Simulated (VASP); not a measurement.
A run of VASP 6.6.1:

POSCAR

```
GeB2Ir3
1.0
    5.6589416033      0.0000000000      0.0000000000
   -2.8294708017      4.9007871870      0.0000000000
    0.0000000000      0.0000000000      2.8314161393
Ge Ir B
1 3 2
Direct
    0.0000000000      0.0000000000      0.0000000000
    0.5000000000      0.0000000000      0.5000000000
    0.5000000000      0.5000000000      0.5000000000
    0.0000000000      0.5000000000      0.5000000000
    0.3333333333      0.6666666667      0.0000000000
    0.6666666667      0.3333333333      0.0000000000
```

Contents of INCAR.step1:

```
PREC = Accurate
ENCUT = 520
ISMEAR = -1
SIGMA = 0.1
LREAL = False
LASPH = True
NELM = 100
NBANDS = 32
GGA = PE
ALGO = Normal
EDIFF = 1E-4
LWAVE = True
LCHARG = False
```

INCAR.step2

```
PREC = Accurate
ENCUT = 520
EDIFF = 1E-6
ISMEAR = -1
SIGMA = 0.1
LREAL = False
LASPH = True
NELM = 100
ALGO = Normal
ISIF = 2
LWAVE = False
LCHARG = False
METAGGA = R2SCAN
LMIXTAU = True
NBANDS = 32
ISTART = 1
```

Contents of KPOINTS:

```
regular mesh
0
Gamma
  4 4 6
```

Potentials or basis: VASP PAW PBE potentials, release 64 (Ge_d, Ir, B).

Command:

```sh
$ cat potpaw_PBE.64/Ge_d/POTCAR potpaw_PBE.64/Ir/POTCAR potpaw_PBE.64/B/POTCAR > POTCAR
$ cp INCAR.step1 INCAR
$ mpirun -np 1 vasp_std > vasp.out
$ cp INCAR.step2 INCAR
$ mpirun -np 1 vasp_std > vasp.out
```

Hardware: 1 thread of Intel(R) Xeon(R) 6975P-C (Granite Rapids) (shared host).

Estimate the wall time of this run.

Run time: 72 s on 1 thread of Intel(R) Xeon(R) 6975P-C (Granite Rapids), with other jobs on the host, peak memory 0.22 GiB. Counts: scf iterations 9, k points 16.
